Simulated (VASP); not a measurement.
Input for VASP

File POSCAR:
```
Al3Sc
8.3640
  0.5000000000   0.0000000000   0.0000000000
  0.0000000000   0.5000000000   0.0000000000
  0.0000000000   0.0000000000   0.5000000000
Sc Al
1 3
Cart
  0.0000000000   0.0000000000   0.0000000000
  0.0000000000   0.2500000000   0.2500000000
  0.2500000000   0.0000000000   0.2500000000
  0.2500000000   0.2500000000   0.0000000000
```

File KPOINTS:
```
Automatic mesh
0
Gamma
10 10 10
```

INCAR:
```
# general
SYSTEM =Al3Sc
PREC   =Accurate
ENCUT  =400   # plane-wave cut-off (eV)
LREAL  =F   # projection in real space or not
LASPH  =T   # aspherical one-centre terms

# electronic loop
EDIFF  =1E-6
NELM   =100   # most electronic steps
ALGO   =Normal
LMAXMIX=4

# smearing
ISMEAR =1   # Methfessel-Paxton
SIGMA  =0.1

# functional
GGA    =PE   # PBE

# ions
ISIF   =2

# output
LWAVE  =F
LCHARG =F
```

POTCAR, in this order: Sc_sv Al (PBE.64 set). Program: vasp_std.

Task: Write an equivalent input for Ansatz.

Result: One equivalent input (not run):
Ansatz 0.2 input:
```yaml
crystal:
  lattice:
    - [4.1820000, 0.0000000, 0.0000000]
    - [0.0000000, 4.1820000, 0.0000000]
    - [0.0000000, 0.0000000, 4.1820000]
  atoms:
    - { symbol: Sc, position: [0.0000000, 0.0000000, 0.0000000] }
    - { symbol: Al, position: [0.0000000, 0.5000000, 0.5000000] }
    - { symbol: Al, position: [0.5000000, 0.0000000, 0.5000000] }
    - { symbol: Al, position: [0.5000000, 0.5000000, 0.0000000] }
kpoints:
  mp_grid: { grid: [10, 10, 10] }
hamiltonian:
  xc: pbe
  pseudopotentials: { kind: paw }
scf:
  occupations: { method: methfessel_paxton, width: 0.1 }
  max_iter: 100
output: { forces: true, stress: true, eigenvalues: true }
```
The two are equivalent in intent, not identical: each code has its own PAW files, so the cut-off isn't converted (ENCUT is set for VASP's; basis.ecutwfc is left out, and Ansatz then takes the one that its files recommend); Ansatz stops its SCF on the density residual and VASP on the energy change (EDIFF).

The compound is Al3Sc in the L1_2 structure. The cell was not relaxed at this level. The run is one of a series of settings (KPOINTS 10×10×10 Γ-centred mesh against the base run), some of them coarse on purpose.
